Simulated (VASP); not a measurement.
AgCl (rock salt): the bulk modulus from VASP (plane waves, PAW) at several levels of theory. Static lattice, third-order Birch-Murnaghan fit over five volumes.

| level | bulk modulus (GPa) |
|---|---|
| LDA | 69.3 |
| PBE | 41.9 |
| PBEsol | 56.6 |
| RPBE | 29.6 |
| AM05 | 49.4 |
| PBE-D3(BJ) | 50.3 |
| PBE-D4 | 50.0 |
| optB88-vdW | 49.4 |
| rev-vdW-DF2 | 50.2 |
| SCAN | 53.8 |
| r2SCAN | 50.6 |
| r2SCAN+rVV10 | 55.4 |
| HSEsol | 51.8 |
| PBE0 | 43.0 |

The cell of the LDA run:

```
AgCl
1.0
    0.00000     2.67836     2.67836
    2.67836     0.00000     2.67836
    2.67836     2.67836     0.00000
Ag Cl
1 1
Direct
  0.00000   0.00000   0.00000
  0.50000   0.50000   0.50000
```

Only levels that ran to the end are used. Left out are those held back, those with too coarse a band path, GW runs whose mesh misses a band edge, hybrids' fits of cells that aren't cubic and levels without matching references; a question may draw on a part of the rest.

The compound is AgCl in the rock salt structure.
